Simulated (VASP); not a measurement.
Write the native input for VASP 6.6.1 that does the following.

```
Task                   : single point
Functional             : LDA
Potentials or basis    : VASP PAW LDA potentials, release 64 (Cd, H, O)
Cutoff                 : 520 eV
k mesh                 : 5 × 5 × 4
Occupations            : gaussian, width 0.1 eV
Spin                   : no spin polarisation
Dipole correction      : no
Further INCAR settings : ALGO = Normal; EDIFF = 1e-06; NBANDS = 21
```

The structure of CdH2O2 lies in POSCAR:

```
CdH2O2
1.0
    3.8398000000      0.0000000000      0.0000000000
   -1.9199000000      3.3254000000      0.0000000000
    0.0000000000      0.0000000000      4.4414000000
Cd H O
1 2 2
Direct
    0.3333333333      0.6666666667      0.9873000000
    0.0000000000      0.0000000000      0.0081000000
    0.6666666667      0.3333333333      0.4319000000
    0.0000000000      0.0000000000      0.7862000000
    0.6666666667      0.3333333333      0.2119000000
```

The cell comes from a database or a generator and needn't be the stable form of this composition.

The input as run:

INCAR

```
SYSTEM = CdH2O2
PREC = Accurate
ENCUT = 520
EDIFF = 1E-6
ISMEAR = 0
SIGMA = 0.1
LREAL = .FALSE.
LASPH = .TRUE.
NELM = 100
ALGO = Normal
ISIF = 2
LWAVE = .FALSE.
LCHARG = .TRUE.
LELF = .TRUE.
LVHAR = .TRUE.
NBANDS = 21
```

KPOINTS

```
regular mesh
0
G
  5 5 4
  0 0 0
```

Potentials or basis: VASP PAW LDA potentials, release 64 (Cd, H, O).

Run with:

```console
$ cat potpaw_LDA.64/Cd/POTCAR potpaw_LDA.64/H/POTCAR potpaw_LDA.64/O/POTCAR > POTCAR
$ mpirun -np 1 vasp_std > vasp.out
```

Results of the run:

```
Pressure               : -6.6 GPa
Largest force          : 0.823 eV/Å
Band gap on the k mesh : 1.06 eV, indirect (least direct gap 1.57 eV)
```

Caveat: an odd mesh through Γ misses points on the zone boundary, where band edges often lie.

Run time: 19 s on 1 thread of Intel(R) Xeon(R) Platinum 8488C (Sapphire Rapids), with other jobs on the host, peak memory 0.16 GiB.
